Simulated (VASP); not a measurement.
HfO2:

```xyz
6
Lattice="3.6043 0.0000 0.0000 0.0000 3.6043 0.0000 0.0000 0.0000 5.2636" Properties=species:S:1:pos:R:3 pbc="T T T"
Hf    1.8022    1.8022    2.6318
Hf    0.0000    0.0000    0.0000
O     0.0000    1.8022    3.6492
O     1.8022    0.0000    4.2461
O     1.8022    0.0000    1.6144
O     0.0000    1.8022    1.0174
```

Measurements of this composition are mostly on another form, of space group No. 14.

* Program: VASP 6.6.1
* Task: relaxation of cell and atoms
* Functional: LDA
* Potentials or basis: VASP PAW LDA potentials, release 64 (Hf_pv, O)
* Cutoff: 600 eV
* k mesh: 6 × 6 × 4
* Occupations: fermi-dirac, width 0.05 eV
* Spin: no spin polarisation

At the start: pressure -16.3 GPa; volume 11.40 Å³/atom.

Problem. How do energy, volume and symmetry change on relaxing?

Solution. Over 11 steps the energy falls by 46.7 meV/atom and the volume is 10.50 Å³/atom (-7.9 %); space group P4_2/nmc (No. 137, to 0.05 Å).

The path:
```tsv
step	energy change (eV)	largest force (eV/Å)	pressure (GPa)	volume (Å³)
1	0.0000	0.1507	-16.34	68.38
2	0.4545	1.1371	37.24	57.51
3	-0.2397	0.2580	-0.68	64.09
4	-0.2399	0.2695	-0.22	63.99
5	-0.2399	0.2789	0.15	63.90
6	-0.2541	0.2406	0.22	63.67
7	-0.2680	0.1598	0.72	63.09
8	-0.2772	0.0620	-0.47	63.20
9	-0.2789	0.0053	-1.19	63.27
10	-0.2795	0.0102	0.85	62.78
11	-0.2802	0.0083	-0.02	62.98
```

Final structure:
```
Hf O
1.0
     3.52315    0.00000    0.00000
     0.00000    3.52315    0.00000
     0.00000    0.00000    5.07418
Hf O
2 4
Direct
  0.50000 0.50000 0.50000
  0.00000 0.00000 0.00000
  0.00000 0.50000 0.70563
  0.50000 0.00000 0.79437
  0.50000 0.00000 0.29437
  0.00000 0.50000 0.20563
```
